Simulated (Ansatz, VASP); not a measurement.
# MnCoP4 in two plane-wave programs, part 2 of 2

Aim: how closely do two programs agree when they are given the same cell, functional and k mesh? The cell is invented: Sites of the MnP2 structure (space group 10) filled with other elements, volume scaled by an estimate. It may not be a known or stable phase.

VASP 6.6.1 and Ansatz 0.2.0.

So far: The structure; VASP: relaxation of cell and atoms, PBE.

## (3) Ansatz: relaxation of cell and atoms, PBE

Level of this step: Ansatz beside VASP: Kohn-Sham DFT, plane waves, PBE (Ansatz).

Ansatz runs on its default PAW (the set named soft_2) files.

The same cell, functional, mesh and smearing now go to Ansatz, which takes its cutoff from its data sets.

File input.yaml:

```yaml
crystal:
  lattice:
    - [5.007251, 0.0, 0.0]
    - [0.0, 2.722941, 0.0]
    - [-0.036592, 0.0, 5.75662]
  atoms:
    - { symbol: Co, position: [0.5, 0.5, 0.5], spin: 2.0 }
    - { symbol: Mn, position: [0.0, 0.0, 0.0], spin: 4.0 }
    - { symbol: P, position: [0.82669659, 0.0, 0.38016363] }
    - { symbol: P, position: [0.66534971, 0.5, 0.86987379] }
    - { symbol: P, position: [0.33465029, 0.5, 0.13012621] }
    - { symbol: P, position: [0.17330341, 0.0, 0.61983637] }
hamiltonian:
  xc: pbe
  pseudopotentials: { kind: paw }
magnetization:
  spin_polarized: true
kpoints:
  mp_grid: { grid: [5, 8, 4] }
scf:
  occupations: { method: fermi_dirac, width: 0.05 }
relax:
  f_tol: 0.01
  max_steps: 60
  cell: { stress_tol: 0.05 }
output:
  forces: true
  stress: true
```

Run with:

```bash
> ansatz run input.yaml --threads 4 --pin off --max-ram 9216MiB --backend cpu --events-out ev --progress --plain --runs-dir out
```

Numbers of over 12 decimals in the logs are rounded to 6 here.

What it wrote:

```text
Engine: ansatz 0.2.0, aarch64-unknown-linux-gnu
Pseudopotentials: kind: paw
Pseudopotential: Co, paw, valence charge 17, recommended cutoff 420 eV (normal), Co.paw.azcp
Pseudopotential: Mn, paw, valence charge 15, recommended cutoff 420 eV (normal), Mn.paw.azcp
Pseudopotential: P, paw, valence charge 5, recommended cutoff 420 eV (normal), P.paw.azcp
Functional definition: PBE
  parameter kappa = 0.804
  parameter beta = 0.066725
  exchange = pbe_x(kappa = kappa, mu = beta*pi^2/3)
  correlation = pbe_c(beta = beta)
Crystal: 6 atoms, lattice volume = 78.488 Å³
Basis set: ecut = 420 eV, 1553 PW (Γ), exchange–correlation on 72×40×80 points (8 copies of the dense FFT grid, shifted against one another)
Bands: 35, of which v1, the nominal top of the filled ones, is band 26 counted from 1 (25 counted from 0)
Symmetry: 4 space group operations
Space group: P2/m (ITA 10), of the structure as read, at distance tolerance 4.3e-5 Å
Magnetic group: BNS 10.42 (UNI 49), of the structure as read, at distance tolerance 4.3e-5 Å
k-points: 55 of 160
Non-local potential: Co, projectors of the file, l = 0: 3, l = 1: 2, l = 2: 3, l = 3: 1
Non-local potential: Mn, projectors of the file, l = 0: 3, l = 1: 2, l = 2: 3, l = 3: 1
Non-local potential: P, projectors of the file, l = 0: 2, l = 1: 2, l = 2: 2
PAW form: soft (Blöchl's): semilocal exchange-correlation on the pseudo side does not see the compensation charge
PAW one-centre angular grid: Co, 590 points (default); XC on 64 Gauss nodes
PAW one-centre angular grid: Mn, 590 points (default); XC on 64 Gauss nodes
PAW one-centre angular grid: P, 110 points (default); XC on 64 Gauss nodes
Initial density: superposition of atomic densities (chi_scale 0.1, normalization cell, long waves kept (reshape's long-wave potential 0.09 eV rms))
Starting moments: Σ|m| = 6 μB on 2 of 6 sites
Initial wavefunctions: pseudopotential atomic-orbital guess
Functional: x = pbe(κ = 0.804, μ = 0.219515), c = pbe(β = 0.066725)
SCF iter   1: F=—  HF=-12048.199601 eV  |F-HF|=—  |Δ(HF+E_count)|=         —  Δρ=1.01e-1 (↑1.01e-1 ↓7.88e-2)  dr2=2.08e1  dr2_m=1.54e0  M=3.238 μB ∫|m|=4.957 μB  β_m=0.30  ethr=3.10e-3  ⟨swp⟩=7.6  Hψ=17614  notcnv=0
Mixer restart at iter 1: flushing history
preconditioner: auto → Kerker (q_TF=auto, 2.547 Å⁻¹)  [metal: Δε(μ)=0.004 eV  Ē_g=8.548 eV  σ=0.050 eV  W_gap=0.02  n_scr=18 (ndim 8)  ℏωp=25.1 eV  f_vac=0.000  D(μ)=3.56/eV (n_scr^D=38)]
spin=Collinear: Kerker preconditioning applied to the charge; magnetization (m = ρ↑ − ρ↓) channel mixes plain (no charge-response kernel on spin).
SCF iter   2: F=—  HF=-12046.559317 eV  |F-HF|=—  |Δ(HF+E_count)|=    1.64e0  Δρ=5.75e-2 (↑4.11e-2 ↓5.75e-2)  dr2=4.66e0  dr2_m=1.37e0  M=2.896 μB ∫|m|=4.602 μB  β_m=0.36  ethr=3.10e-3  ⟨swp⟩=3.0  Hψ=8992  notcnv=0  defer=181
SCF iter   3: F=—  HF=-12048.272549 eV  |F-HF|=—  |Δ(HF+E_count)|=    1.71e0  Δρ=5.16e-2 (↑3.88e-2 ↓5.16e-2)  dr2=2.78e0  dr2_m=1.25e0  M=2.451 μB ∫|m|=4.124 μB  β_m=0.21  ethr=3.10e-3  ⟨swp⟩=2.1  Hψ=6191  notcnv=0  defer=185
SCF iter   4: F=—  HF=-12049.464661 eV  |F-HF|=—  |Δ(HF+E_count)|=    1.19e0  Δρ=4.42e-2 (↑2.60e-2 ↓4.42e-2)  dr2=1.57e0  dr2_m=7.42e-1  M=2.152 μB ∫|m|=3.553 μB  β_m=0.34  ethr=3.10e-3  ⟨swp⟩=2.3  Hψ=5069  notcnv=0  defer=180
SCF iter   5: F=—  HF=-12050.310038 eV  |F-HF|=—  |Δ(HF+E_count)|=   8.45e-1  Δρ=2.70e-2 (↑2.70e-2 ↓1.63e-2)  dr2=1.72e-1  dr2_m=3.05e-1  M=1.574 μB ∫|m|=2.633 μB  β_m=0.65  ethr=3.02e-3  ⟨swp⟩=2.6  Hψ=6724  notcnv=0  defer=178
SCF iter   6: F=—  HF=-12050.731267 eV  |F-HF|=—  |Δ(HF+E_count)|=         —  Δρ=3.35e-2 (↑3.35e-2 ↓2.81e-2)  dr2=9.67e-2  dr2_m=6.27e-1  M=0.828 μB ∫|m|=1.256 μB  β_m=1.00  ethr=3.31e-4  ⟨swp⟩=3.0  Hψ=8319  notcnv=0  defer=179
Mixer restart at iter 6: flushing history
SCF iter   7: F=—  HF=-12050.723538 eV  |F-HF|=—  |Δ(HF+E_count)|=   7.73e-3  Δρ=7.13e-3 (↑7.13e-3 ↓7.07e-3)  dr2=6.78e-2  dr2_m=2.37e-2  M=0.805 μB ∫|m|=1.089 μB  β_m=0.65  ethr=9.62e-5  ⟨swp⟩=2.6  Hψ=8221  notcnv=0  defer=182
SCF iter   8: F=—  HF=-12050.736717 eV  |F-HF|=—  |Δ(HF+E_count)|=   1.32e-2  Δρ=4.44e-3 (↑3.46e-3 ↓4.44e-3)  dr2=1.09e-2  dr2_m=8.94e-3  M=0.814 μB ∫|m|=1.069 μB  β_m=0.83  ethr=9.62e-5  ⟨swp⟩=2.1  Hψ=6108  notcnv=0  defer=188
SCF iter   9: F=—  HF=-12050.737409 eV  |F-HF|=—  |Δ(HF+E_count)|=   6.92e-4  Δρ=4.47e-3 (↑2.98e-3 ↓4.47e-3)  dr2=2.54e-2  dr2_m=3.04e-3  M=0.821 μB ∫|m|=1.051 μB  β_m=0.73  ethr=2.09e-5  ⟨swp⟩=2.0  Hψ=7679  notcnv=0  defer=188
SCF iter  10: F=—  HF=-12050.731318 eV  |F-HF|=—  |Δ(HF+E_count)|=   6.09e-3  Δρ=3.51e-3 (↑3.51e-3 ↓2.59e-3)  dr2=1.77e-2  dr2_m=1.95e-4  M=0.832 μB ∫|m|=1.052 μB  β_m=0.79  ethr=2.09e-5  ⟨swp⟩=2.0  Hψ=7601  notcnv=0  defer=188
SCF iter  11: F=—  HF=-12050.732879 eV  |F-HF|=—  |Δ(HF+E_count)|=   1.56e-3  Δρ=1.86e-3 (↑1.86e-3 ↓1.22e-3)  dr2=5.71e-3  dr2_m=9.57e-5  M=0.833 μB ∫|m|=1.056 μB  β_m=0.62  ethr=2.09e-5  ⟨swp⟩=2.0  Hψ=6364  notcnv=0  defer=190
SCF iter  12: F=—  HF=-12050.732241 eV  |F-HF|=—  |Δ(HF+E_count)|=   6.38e-4  Δρ=2.26e-4 (↑2.26e-4 ↓2.11e-4)  dr2=6.49e-5  dr2_m=1.86e-5  M=0.833 μB ∫|m|=1.057 μB  β_m=0.76  ethr=1.10e-5  ⟨swp⟩=2.2  Hψ=5905  notcnv=0  defer=190
[...]
SCF iter  18: F=—  HF=-12050.732233 eV  |F-HF|=—  |Δ(HF+E_count)|=   3.62e-9  Δρ=3.22e-6 (↑7.17e-7 ↓3.22e-6)  dr2=1.06e-8  dr2_m=2.03e-9  M=0.837 μB ∫|m|=1.060 μB  β_m=0.96  ethr=1.91e-10  ⟨swp⟩=2.0  Hψ=4199  notcnv=0  defer=190
SCF iter  19: F=-12050.732233 eV  HF=-12050.732233 eV  |F-HF|=5.29e-9  |Δ(HF+E_count)|=  2.73e-11  Δρ=1.82e-6 (↑7.49e-7 ↓1.82e-6)  dr2=5.99e-9  dr2_m=2.31e-10  M=0.837 μB ∫|m|=1.060 μB  ethr=2.04e-11  ⟨swp⟩=2.0  Hψ=11043  notcnv=0
SCF 1 converged in 19 iterations: F = -12050.732233 eV  dr2 = 5.99e-9
  greatest PAW one-centre occupation: 1.000 electrons in one spin orbital (limit 2), on the Co atom at site 0 (counted from 0), in its partial waves of l = 0
relax step   1: F+E_penalty+E_count = -12050.73223273 eV  Δ(F+E_penalty+E_count) = +0.000e0 eV  max|allowed force component| = 1.291e0 eV/Å  Δτ_max = 0.0000 Å  P = -0.924 GPa  Ω = 78.488 Å³  (19 SCF iters, dr2 threshold 1.00e-7 eV, accepted)
[...]
relax step   2: F+E_penalty+E_count = -12050.84626880 eV  Δ(F+E_penalty+E_count) = -1.140e-1 eV  max|allowed force component| = 5.347e-1 eV/Å  Δτ_max = 0.0425 Å  P = -0.281 GPa  Ω = 78.024 Å³  energy of the carried Pulay correction = +1.590e-4 eV  (10 SCF iters, dr2 threshold 6.00e-7 eV, accepted)
[...]
relax step   3: F+E_penalty+E_count = -12050.86213053 eV  Δ(F+E_penalty+E_count) = -1.586e-2 eV  max|allowed force component| = 9.771e-2 eV/Å  Δτ_max = 0.0355 Å  P = +0.407 GPa  Ω = 77.564 Å³  energy of the carried Pulay correction = +3.178e-4 eV  (9 SCF iters, dr2 threshold 6.00e-7 eV, accepted)
[...]
relax step   4: F+E_penalty+E_count = -12050.86398647 eV  Δ(F+E_penalty+E_count) = -1.856e-3 eV  max|allowed force component| = 2.841e-2 eV/Å  Δτ_max = 0.0083 Å  P = -0.025 GPa  Ω = 77.746 Å³  energy of the carried Pulay correction = +2.547e-4 eV  (10 SCF iters, dr2 threshold 6.00e-7 eV, accepted)
[...]
relax step   5: F+E_penalty+E_count = -12050.86423367 eV  Δ(F+E_penalty+E_count) = -2.472e-4 eV  max|allowed force component| = 6.879e-3 eV/Å  Δτ_max = 0.0017 Å  P = -0.009 GPa  Ω = 77.739 Å³  energy of the carried Pulay correction = +2.574e-4 eV  (9 SCF iters, dr2 threshold 3.52e-7 eV, accepted)
[...]
relax step   6: F+E_penalty+E_count = -12050.86424633 eV  Δ(F+E_penalty+E_count) = -1.266e-5 eV  max|allowed force component| = 9.049e-4 eV/Å  Δτ_max = 0.0004 Å  P = -0.003 GPa  Ω = 77.733 Å³  energy of the carried Pulay correction = +2.595e-4 eV  (7 SCF iters, dr2 threshold 1.82e-8 eV, accepted)
[...]
relax step   7: F+E_penalty+E_count = -12050.86402063 eV  Δ(F+E_penalty+E_count) = +2.257e-4 eV  max|allowed force component| = 9.423e-4 eV/Å  Δτ_max = 0.0000 Å  P = -0.008 GPa  Ω = 77.733 Å³  stress off target by 1.80e-2 GPa  SCF on the basis re-selected at this cell (its energy is not comparable with the rows above)  (12 SCF iters)
basis re-selected at this cell: Δ(F+E_penalty+E_count) = +2.257e-4 eV, ΔP = -0.006 GPa vs the last step (what re-selecting the basis moved, of the pressure what is left beyond the Pulay correction that the steps carried, after the strain that the cell walked since its last selection, with what the two solves' SCF thresholds leave and, on support functions, any second-order correction that the steps lacked; it is no m [...]
SCF converged after 12 iterations
Magnetization: 0.7526 μB (26.3763 up, 25.6237 down)
Absolute magnetization: 0.9624 μB (∫|ρ↑−ρ↓|, with the PAW one-centre terms)
Spin contamination: 0.0182 ħ² per cell (⟨S²⟩ above its minimum at these occupations)
Per-site moments (μB) at R_I (Å): [(0.291035, 0.936748), (0.498440, 0.932096), (-3.37898186289307e-5, 0.933643), (-0.020796, 0.927680), (-0.020796, 0.927680), (-3.378981862886905e-5, 0.933643)]
Free energy (F): -12050.864021 eV
Harris-Foulkes:  -12050.864021 eV  (|F-HF|=1.09e-11)
Internal energy: -12050.853529 eV  (E = F + TS)
E sigma→0 (E₀):  -12050.858775 eV
Entropy (-TS):   -0.010492 eV (-1.749 meV/atom)
Fermi energy:    13.247466 eV
--- Per-component energies (eV) ---
  E_band       = -463.070066
  E_kinetic    = 1056.830147
  E_local      = -6626.956679  (includes V_loc(G=0)·N_el)
  E_nonlocal   = 820.519501
  E_hartree    = 2851.234967
  E_xc         = -526.621492
  E_vxc        = -604.863538  (∫ρ·V_xc dr)
  E_paw        = -5088.283624  (= ΣΔE_a)
  E_vpaw       = -811.069341  (= ΣTr[D̂ρ^β])
  E_aug_tail   = 0.000054  (compensation charges beyond the density's cutoff)
  E_ewald      = -4537.576403
  E_smearing   = -0.010492  (= −TS)
  E_closure    = -0.000000  (closes the sum)
  Σ components = -12050.864021   (vs F -12050.864021, Δ=0.00e0)
--- Forces (eV/Å), atoms counted from 1 ---
  atom   1  Co     0.00000000     0.00000000    -0.00000000
  atom   2  Mn     0.00000000     0.00000000     0.00000000
  atom   3  P      0.00003310     0.00000000    -0.00027547
  atom   4  P      0.00094230    -0.00000000     0.00031130
  atom   5  P     -0.00094230     0.00000000    -0.00031130
  atom   6  P     -0.00003310    -0.00000000     0.00027547
  max |Σ_I F_I| component: 3.39e-20 eV/Å
--- Stress (GPa, compression-positive) ---
       -0.008126      -0.000000      -0.006931
       -0.000000      -0.003220      -0.000000
       -0.006931      -0.000000      -0.013203
  P = ⅓ Tr σ = -0.0082 GPa (-0.082 kbar)
--- Relaxed structure (6 steps of the walk, 6 accepted, 1 SCFs on fresh bases) ---
  F+E_penalty+E_count = -12050.86402063 eV   max|allowed force component| = 9.423e-4 eV/Å   (the final SCF, on the basis selected at the relaxed cell)
  cell:  # Å, volume = 77.7327 Å³
    - [5.003975, -1.2992208670704967e-18, 0.011702]
    - [-7.065157642390616e-19, 2.728382, 2.7062364082754388e-18]
    - [-0.023114, 5.730798962390882e-18, 5.693499]
  atoms:
    - { symbol: Co, position: [0.500000, 0.500000, 0.500000] }
    - { symbol: Mn, position: [0, 0, 0] }
    - { symbol: P, position: [0.830087, 2.817044804581257e-18, 0.368162] }
    - { symbol: P, position: [0.670656, 0.500000, 0.871770] }
    - { symbol: P, position: [0.329344, 0.500000, 0.128230] }
    - { symbol: P, position: [0.169913, -2.8170448045812566e-18, 0.631838] }
```

Run time: 37 s. Hardware: 4 threads of Arm Neoverse V2, shared host; peak memory 0.57 GiB; 2.3 min of CPU time.

## (4) Differences

Known differences besides the potentials themselves: both relaxations stop at a tolerance, which leaves soft axes loose, and VASP keeps its plane-wave basis; the data sets hold 52 valence electrons in Ansatz (default PAW (the set named soft_2) files) and 42 in VASP; the cutoff is 420 eV in Ansatz and 400 eV in VASP; VASP leaves aspherical gradient terms in its spheres out (LASPH is not set), Ansatz keeps them; Ansatz adds a Pulay correction to the stress that steers its cell, VASP none; site moments are counted in spheres of each program's own size. Total energies have different zeros and are not compared.

Compared:

```
                                         quantity  Ansatz   VASP  difference
                                      volume (Å³)   77.73  77.44     +0.38 %
edge a after relaxation, in the typed setting (Å)   5.004  5.002     +0.03 %
edge b after relaxation, in the typed setting (Å)   2.728  2.724     +0.18 %
edge c after relaxation, in the typed setting (Å)   5.694  5.684     +0.17 %
                                total moment (μB)    0.75   0.23       +0.53
                               moment on Mn2 (μB)    0.50   0.54       -0.04
                               moment on Co1 (μB)    0.29  -0.26       +0.55
```

By their total or site moments the two runs ended in different magnetic states; the other differences may follow from that, so they don't measure the programs' precision. The walks stopped with -0.01 GPa left in Ansatz and -0.01 GPa in VASP; each walk ends within a tolerance, so the volume difference is uncertain by about these residues over the bulk modulus, most in soft cells.

## (5) Summary of results

```json
{"difference in total moment (relaxation of cell and atoms, PBE)": "0.53 μB"}
```

What this shows: The difference in total moment is 0.53 μB (relaxation of cell and atoms, PBE). The runs of the relaxation of cell and atoms, PBE pair ended with unlike moments, so it says little about numerical agreement. How closely two codes agree says nothing of how well the functional describes the real material.

[Lines on the potential files, build, host, timing and source positions are cut from VASP's logs without a mark.]

[Logs are printed without paths, hosts, clocks, repeated set-up lines and the standing remarks that a program may print on its own settings, such as how far it seeks lower states.]

[Hosts, paths, dates, database ids (printed as entryN), source tags and the programs' standing remarks are cut or masked in the printed files.]
